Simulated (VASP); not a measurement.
Energy against volume of Li₂O (antifluorite). These are revPBE GGA, VASP's PBE PAW potentials (set 64) (plane waves; VASP 6.6.1) values and carry that method's errors. Settings: 520 eV cut-off, 8×8×8 Γ-centred mesh, Gaussian smearing of 0.050 eV, potentials Li_sv O.

```
V (Å³/atom)  E (eV/atom)
-----------  -----------
8.037           -4.54827
8.293           -4.55520
8.550           -4.55788
8.806           -4.55691
```

Problem. Fit these four points and predict the energy of the run at 9.063 Å³/atom.

Solution. A cubic in V^(−2/3), the third-order Birch-Murnaghan form, passes through the four points with V0 = 8.60 Å³/atom and B0 = 74 GPa, and gives -4.5528 eV/atom there. The run gave -4.5528 eV/atom, +0.1 meV/atom from the fit; all five points give B0 = 74 GPa.

The compound is Li2O in the antifluorite structure. It was relaxed first.
